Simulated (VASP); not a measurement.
```yaml
crystal:
  lattice:
    - [3.46529, 0.00000, 0.00000]
    - [0.00000, 3.46529, 0.00000]
    - [0.00000, 0.00000, 4.54200]
  atoms:
    - { symbol: Ca, position: [0.49026, 0.51010, 0.49505] }
    - { symbol: Os, position: [0.00974, 0.98990, 0.00495] }
```

These are PBE GGA, VASP's PBE PAW potentials (set 64) (plane waves; VASP) values and carry that method's errors. Run with 300 eV cut-off, 5×5×4 Γ-centred mesh, Gaussian smearing of 0.10 eV, potentials Ca_sv Os.

At this cut-off the stress carries a Pulay error, which pulls relaxed volumes low.

Problem. Which forces act on the atoms, in eV/Å?

Solution. 
```json
[
 {"atom": "Ca1", "Fx": "0.071", "Fy": "-0.074", "Fz": "0.049"},
 {"atom": "Os2", "Fx": "-0.071", "Fy": "0.074", "Fz": "-0.049"}
]
```

Problem. Give the stress tensor in GPa (positive for a compressed cell).

Solution. 
```
-16.55   -0.04    0.04
 -0.04  -16.55   -0.05
  0.04   -0.05  -11.34
```
The pressure is its mean diagonal, -14.81 GPa.

The structure was generated: CaOs was put into an ordered model structure, which need not be its known phase. The cell was not relaxed at this level, atoms are displaced from their ideal sites. The k-mesh is coarse (spacing up to 0.36 per Å, 2π included), so the numbers may not be converged in it.
